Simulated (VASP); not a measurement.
Given:

```
HfRh3B
1.0
    4.09526     0.00000     0.00000
    0.00000     4.09526     0.00000
    0.00000     0.00000     4.09526
Hf B Rh
1 1 3
Cartesian
  0.00000   0.00000   0.00000
  2.04763   2.04763   2.04763
  0.00000   2.04763   2.04763
  2.04763   0.00000   2.04763
  2.04763   2.04763   0.00000
```

Calculation: PBEsol GGA, VASP's PBE PAW potentials (set 64) (plane waves; VASP). Run with 400 eV cut-off, 6×6×6 Γ-centred mesh, Gaussian smearing of 0.050 eV, potentials Hf_pv B Rh_pv.

At this cut-off the stress carries a Pulay error, which pulls relaxed volumes low.

Task: Give the stress tensor in GPa (positive for a compressed cell).

Result: 
```
-4.22   0.00   0.00
 0.00  -4.22   0.00
 0.00   0.00  -4.22
```
The pressure is its mean diagonal, -4.22 GPa.

The structure comes from a computed database's HfBRh3 entry (Pm-3m); how it stands against other phases isn't given here. The cell was not relaxed at this level.
